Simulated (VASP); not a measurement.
Level of theory: optB88-vdW, VASP's PBE PAW potentials (set 64) (plane waves; VASP).

VASP input:

File KPOINTS:
```
Automatic mesh
0
Gamma
10 10 10
0 0 0
```

### INCAR
```
! general
SYSTEM  =CoSi2
PREC    =Accurate
ENCUT   =520   ! plane-wave cut-off (eV)
LREAL   =.FALSE.   ! projection in real space or not
LASPH   =.TRUE.   ! aspherical one-centre terms

! electronic loop
EDIFF   =1E-7
NELM    =100   ! most electronic steps
ALGO    =Normal   ! blocked Davidson
LMAXMIX =4

! smearing
ISMEAR  =1   ! Methfessel-Paxton
SIGMA   =0.1   ! width (eV)

! functional
GGA     =BO
LUSE_VDW=.TRUE.
AGGAC   =0.0
PARAM1  =0.1833333333
PARAM2  =0.22

! ions
ISIF    =2

! output
LWAVE   =.FALSE.
LCHARG  =.FALSE.
```

File POSCAR:
```
CoSi2
1
    0.0000000000     2.6593913002     2.6593913002
    2.6593913002     0.0000000000     2.6593913002
    2.6593913002     2.6593913002     0.0000000000
Co Si
1 2
Direct
  0.0000000000   0.0000000000   0.0000000000
  0.2500000000   0.2500000000   0.2500000000
  0.7500000000   0.7500000000   0.7500000000
```

POTCAR, in this order: Co Si (PBE.64 set). Program: vasp_std.

Output

### OSZICAR
```
       N       E                     dE             d eps       ncg     rms          rms(c)
DAV:   1     0.756841591370E+02    0.75684E+02   -0.71411E+03  1136   0.136E+03
DAV:   2    -0.105991534669E+02   -0.86283E+02   -0.80529E+02  1136   0.254E+02
DAV:   3    -0.147814954597E+02   -0.41823E+01   -0.40007E+01  1448   0.642E+01
DAV:   4    -0.148784101419E+02   -0.96915E-01   -0.96728E-01  1388   0.959E+00
DAV:   5    -0.148813751957E+02   -0.29651E-02   -0.29644E-02  1480   0.171E+00    0.129E+01
DAV:   6    -0.172950681651E+02   -0.24137E+01   -0.28616E+01  1396   0.115E+02    0.145E+01
DAV:   7    -0.138561213618E+02    0.34389E+01   -0.12737E+01  1524   0.924E+01    0.339E+00
DAV:   8    -0.138531592244E+02    0.29621E-02   -0.64272E-01  1240   0.638E+00    0.159E+00
DAV:   9    -0.138313733709E+02    0.21786E-01   -0.95161E-02  1424   0.683E+00    0.385E-01
DAV:  10    -0.138319392215E+02   -0.56585E-03   -0.84653E-03  1500   0.161E+00    0.184E-01
DAV:  11    -0.138315484843E+02    0.39074E-03   -0.14776E-03  1468   0.868E-01    0.288E-02
DAV:  12    -0.138315608500E+02   -0.12366E-04   -0.83384E-05  1356   0.864E-02    0.148E-02
DAV:  13    -0.138315586770E+02    0.21730E-05   -0.10357E-05  1796   0.610E-02    0.649E-03
DAV:  14    -0.138315588575E+02   -0.18053E-06   -0.63802E-07  1340   0.892E-03    0.285E-03
DAV:  15    -0.138315590867E+02   -0.22920E-06   -0.13027E-07   808   0.766E-03    0.551E-04
DAV:  16    -0.138315591188E+02   -0.32107E-07   -0.58588E-08   660   0.194E-03
   1 F= -.13831559E+02 E0= -.13831769E+02  d E =0.629861E-03
```

File OUTCAR:
```
------------------------ aborting loop because EDIFF is reached ----------------------------------------
  FORCE on cell =-STRESS in cart. coord.  units (eV):
  Direction    XX          YY          ZZ          XY          YZ          ZX
  --------------------------------------------------------------------------------------
  Total        1.2672845      1.2672845      1.2672845     -0.0000000     -0.0000000     -0.0000000
  in kB       53.9769061     53.9769061     53.9769061     -0.0000000     -0.0000000     -0.0000000
  external PRESSURE =      53.9769061 kB  Pullay stress =       0.0000000 kB
  volume of cell :       37.62
      direct lattice vectors                 reciprocal lattice vectors
     0.000000000  2.659391300  2.659391300    -0.188012949  0.188012949  0.188012949
     2.659391300  0.000000000  2.659391300     0.188012949 -0.188012949  0.188012949
     2.659391300  2.659391300  0.000000000     0.188012949  0.188012949 -0.188012949
 POSITION                                       TOTAL-FORCE (eV/Angst)
 -----------------------------------------------------------------------------------
      0.00000      0.00000      0.00000        -0.000000      0.000000      0.000000
      1.32970      1.32970      1.32970         0.000000      0.000000     -0.000000
      3.98909      3.98909      3.98909        -0.000000     -0.000000      0.000000
 -----------------------------------------------------------------------------------
    total drift:                               -0.000000     -0.000000      0.000000
  FREE ENERGIE OF THE ION-ELECTRON SYSTEM (eV)
  ---------------------------------------------------
  free  energy   TOTEN  =       -13.8315591188 eV

  energy  without entropy=      -13.8321889796  energy(sigma->0) =      -13.83176907
```
(Selected blocks of OUTCAR.)

The compound is CoSi2 in the fluorite structure. This cell is one point of a volume scan, at 0.97 of the reference volume. The run is not spin-polarised, so no magnetic state was tried. The electron count is odd and the run is not spin-polarised, which forces a metal.
